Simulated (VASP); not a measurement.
Computed with PBEsol GGA, VASP's PBE PAW potentials (set 64) (plane waves; VASP).

A VASP calculation is set up with these files.

### KPOINTS
```
Automatic mesh
0
gamma
 8 8 5
0 0 0
```

**POSCAR**
```
GaN
1.0
  1.5272502296  -2.6452749536   0.0000000000
  1.5272502296   2.6452749536   0.0000000000
  0.0000000000   0.0000000000   4.9766406878
Ga N
2 2
Cartesian
  1.5272502296  -0.8817600814   2.4896613256
  1.5272502296   0.8817600814   0.0013409817
  1.5272502296  -0.8817600814   4.3631729015
  1.5272502296   0.8817600814   1.8748525576
```

**INCAR**
```
PREC  =  Accurate
PSTRESS  =  450   # kbar
NELM  =  100
ALGO  =  Normal   # blocked Davidson
NSW  =  40
ISMEAR  =  0   # Gaussian
LASPH  =  .True.   # aspherical one-centre terms
ENCUT  =  620   # plane-wave cut-off (eV)
SIGMA  =  0.05
IBRION  =  2   # conjugate gradients
LWAVE  =  .False.
EDIFF  =  1E-6
LMAXMIX  =  4   # l cut-off of mixed one-centre charges
ISIF  =  3
SYSTEM  =  GaN
LREAL  =  .False.   # projection in real space or not
LCHARG  =  .False.
EDIFFG  =  -0.02   # ionic stop
GGA  =  PS   # PBEsol
```

POTCAR, in this order: Ga_d N (PBE.64 set). Program: vasp_std.

The run wrote:

File OSZICAR:
```
       N       E                     dE             d eps       ncg     rms          rms(c)
DAV:   1     0.296981669590E+03    0.29698E+03   -0.20436E+04  1388   0.351E+03
DAV:   2     0.101287312364E+02   -0.28685E+03   -0.27625E+03  1426   0.584E+02
DAV:   3    -0.282394463442E+02   -0.38368E+02   -0.37824E+02  1506   0.172E+02
DAV:   4    -0.299477427117E+02   -0.17083E+01   -0.17037E+01  1786   0.381E+01
DAV:   5    -0.299756910699E+02   -0.27948E-01   -0.27938E-01  1500   0.473E+00    0.110E+01
DAV:   6    -0.257926361910E+02    0.41831E+01   -0.13319E+01  2462   0.654E+01    0.314E+00
DAV:   7    -0.258833140781E+02   -0.90678E-01   -0.22615E+00  1440   0.132E+01    0.280E+00
DAV:   8    -0.258613897367E+02    0.21924E-01   -0.38561E-01  2016   0.119E+01    0.966E-01
DAV:   9    -0.258303104470E+02    0.31079E-01   -0.14569E-01  2374   0.762E+00    0.252E-01
DAV:  10    -0.258313183284E+02   -0.10079E-02   -0.88130E-03  1486   0.104E+00    0.726E-02
DAV:  11    -0.258312888197E+02    0.29509E-04   -0.67069E-04  2050   0.649E-01    0.922E-03
DAV:  12    -0.258312969709E+02   -0.81512E-05   -0.89679E-05  1834   0.140E-01    0.781E-03
DAV:  13    -0.258312973915E+02   -0.42057E-06   -0.10006E-05  1802   0.276E-02    0.481E-03
DAV:  14    -0.258312971409E+02    0.25057E-06   -0.11168E-06   956   0.132E-02
   1 F= -.14537259E+02 E0= -.14537259E+02  d E =-.145373E+02
       N       E                     dE             d eps       ncg     rms          rms(c)
DAV:   1    -0.298290866232E+02   -0.39978E+01   -0.72019E+01  1664   0.201E+02    0.156E+01
DAV:   2    -0.251695239281E+02    0.46596E+01   -0.12351E+01  1778   0.133E+02    0.667E+00
DAV:   3    -0.241318830537E+02    0.10376E+01   -0.20198E+00  2110   0.245E+01    0.192E+00
DAV:   4    -0.240434603381E+02    0.88423E-01   -0.25501E-01  1634   0.608E+00    0.105E+00
DAV:   5    -0.239961168577E+02    0.47343E-01   -0.53720E-02  2492   0.419E+00    0.141E-01
DAV:   6    -0.239970396504E+02   -0.92279E-03   -0.16930E-02  1478   0.196E+00    0.131E-01
DAV:   7    -0.239970645657E+02   -0.24915E-04   -0.80328E-04  1852   0.282E-01    0.104E-01
DAV:   8    -0.239971447745E+02   -0.80209E-04   -0.10937E-04  1774   0.124E-01    0.841E-02
DAV:   9    -0.239970704885E+02    0.74286E-04   -0.12802E-04  2228   0.117E-01    0.333E-02
DAV:  10    -0.239970642743E+02    0.62142E-05   -0.16498E-05  1950   0.409E-02    0.226E-02
DAV:  11    -0.239970615508E+02    0.27234E-05   -0.23699E-06  1192   0.141E-02    0.189E-02
DAV:  12    -0.239970577777E+02    0.37731E-05   -0.86357E-06  1566   0.261E-02    0.929E-03
DAV:  13    -0.239970574912E+02    0.28644E-06   -0.26302E-06   978   0.136E-02
   2 F= -.14191424E+02 E0= -.14191424E+02  d E =0.345836E+00
       N       E                     dE             d eps       ncg     rms          rms(c)
DAV:   1    -0.279410514446E+02   -0.39440E+01   -0.39825E+01  1644   0.181E+02    0.960E+00
DAV:   2    -0.261109872198E+02    0.18301E+01   -0.43197E+00  1934   0.563E+01    0.487E+00
DAV:   3    -0.254805870165E+02    0.63040E+00   -0.13793E+00  2020   0.322E+01    0.814E-01
DAV:   4    -0.254646442092E+02    0.15943E-01   -0.24260E-01  1326   0.520E+00    0.827E-01
DAV:   5    -0.254556121787E+02    0.90320E-02   -0.88390E-03  2058   0.957E-01    0.710E-01
DAV:   6    -0.254383881086E+02    0.17224E-01   -0.24409E-02  1656   0.350E+00    0.126E-01
DAV:   7    -0.254380889590E+02    0.29915E-03   -0.22957E-03  1994   0.979E-01    0.558E-02
DAV:   8    -0.254380474812E+02    0.41478E-04   -0.37611E-04  2516   0.322E-01    0.240E-02
DAV:   9    -0.254380384879E+02    0.89932E-05   -0.69462E-05  2488   0.187E-01    0.611E-03
DAV:  10    -0.254380389280E+02   -0.44008E-06   -0.18791E-05  2468   0.721E-02    0.258E-03
DAV:  11    -0.254380392244E+02   -0.29637E-06   -0.36785E-06  1400   0.198E-02
   3 F= -.14623962E+02 E0= -.14623962E+02  d E =-.867024E-01
       N       E                     dE             d eps       ncg     rms          rms(c)
DAV:   1    -0.254246547663E+02    0.13384E-01   -0.65567E-03  1632   0.209E+00    0.132E-01
DAV:   2    -0.254243154348E+02    0.33933E-03   -0.87005E-04  1940   0.850E-01    0.634E-02
DAV:   3    -0.254242113117E+02    0.10412E-03   -0.17974E-04  2140   0.343E-01    0.122E-02
DAV:   4    -0.254242075571E+02    0.37546E-05   -0.27385E-05  1332   0.545E-02    0.102E-02
DAV:   5    -0.254242047086E+02    0.28485E-05   -0.16082E-06  1018   0.128E-02    0.638E-03
DAV:   6    -0.254242028236E+02    0.18850E-05   -0.24653E-06   930   0.168E-02    0.346E-04
DAV:   7    -0.254242028542E+02   -0.30629E-07   -0.28048E-07   696   0.613E-03
   4 F= -.14624061E+02 E0= -.14624061E+02  d E =-.868018E-01
       N       E                     dE             d eps       ncg     rms          rms(c)
DAV:   1    -0.254146777952E+02    0.95250E-02   -0.31965E-03  1632   0.146E+00    0.923E-02
DAV:   2    -0.254145119552E+02    0.16584E-03   -0.42490E-04  1940   0.595E-01    0.443E-02
DAV:   3    -0.254144612434E+02    0.50712E-04   -0.87921E-05  2140   0.241E-01    0.845E-03
DAV:   4    -0.254144594402E+02    0.18032E-05   -0.13546E-05  1326   0.384E-02    0.726E-03
DAV:   5    -0.254144580875E+02    0.13527E-05   -0.73492E-07   798   0.878E-03    0.466E-03
DAV:   6    -0.254144571354E+02    0.95209E-06   -0.11710E-06   704   0.120E-02
   5 F= -.14624044E+02 E0= -.14624044E+02  d E =-.867843E-01
       N       E                     dE             d eps       ncg     rms          rms(c)
DAV:   1    -0.254379423065E+02   -0.23484E-01   -0.32739E-02  1906   0.356E+00    0.221E-01
DAV:   2    -0.254371663470E+02    0.77596E-03   -0.41702E-03  1938   0.144E+00    0.102E-01
DAV:   3    -0.254369152990E+02    0.25105E-03   -0.58444E-04  2426   0.586E-01    0.213E-02
DAV:   4    -0.254368975427E+02    0.17756E-04   -0.15087E-04  1414   0.132E-01    0.107E-02
DAV:   5    -0.254368971050E+02    0.43770E-06   -0.41567E-06  1646   0.230E-02
   6 F= -.14624048E+02 E0= -.14624048E+02  d E =-.448404E-05
       N       E                     dE             d eps       ncg     rms          rms(c)
DAV:   1    -0.254270753800E+02    0.98222E-02   -0.65684E-03  1906   0.158E+00    0.995E-02
DAV:   2    -0.254269183527E+02    0.15703E-03   -0.84439E-04  1938   0.641E-01    0.455E-02
DAV:   3    -0.254268696653E+02    0.48687E-04   -0.11804E-04  2438   0.259E-01    0.975E-03
DAV:   4    -0.254268663207E+02    0.33446E-05   -0.29779E-05  1394   0.577E-02    0.452E-03
DAV:   5    -0.254268662259E+02    0.94726E-07   -0.73879E-07   870   0.100E-02
   7 F= -.14624105E+02 E0= -.14624105E+02  d E =-.616783E-04
```

File OUTCAR:
```
------------------------ aborting loop because EDIFF is reached ----------------------------------------
  FORCE on cell =-STRESS in cart. coord.  units (eV):
  Direction    XX          YY          ZZ          XY          YZ          ZX
  --------------------------------------------------------------------------------------
  Total       10.7555262     10.7555258     10.8398022      0.0000000      0.0000000      0.0000000
  in kB      448.0323962    448.0323801    451.5429965      0.0000000      0.0000000      0.0000000
  external PRESSURE =      -0.7974091 kB  Pullay stress =     450.0000000 kB
  volume of cell :       38.46
      direct lattice vectors                 reciprocal lattice vectors
     1.504571991 -2.605995084 -0.000000000     0.332320423 -0.191865289 -0.000000000
     1.504571991  2.605995084  0.000000000     0.332320423  0.191865289  0.000000000
     0.000000000 -0.000000000  4.904743135     0.000000000 -0.000000000  0.203884275
  FREE ENERGIE OF THE ION-ELECTRON SYSTEM (eV)
  ---------------------------------------------------
  free  energy   TOTEN  =       -25.4268662259 eV

  energy  without entropy=      -25.4268662259  energy(sigma->0) =      -25.42686623
  enthalpy is  TOTEN    =       -14.6241054267 eV   P V=       10.8027607993

 reached required accuracy - stopping structural energy minimisation
```
(Selected blocks of OUTCAR.)

File CONTCAR:
```
GaN
   1.00000000000000
     1.5045719905137811   -2.6059950843141029   -0.0000000000000000
     1.5045719905137811    2.6059950843141029    0.0000000000000000
     0.0000000000000000   -0.0000000000000000    4.9047431347981734
  Ga              N
     2     2
Direct
     0.6666669999999968    0.3333330000000032    0.5004355788545162
     0.3333330000000032    0.6666669999999968    0.0004355788545162
     0.6666669999999968    0.3333330000000032    0.8765644211454792
     0.3333330000000032    0.6666669999999968    0.3765644211454791
```

Energy and stress use the plane-wave basis of the starting cell.

The compound is GaN in the wurtzite structure. This run relaxes it under an external pressure of 45 GPa. Symmetry was kept, so distortions that lower it aren't found.
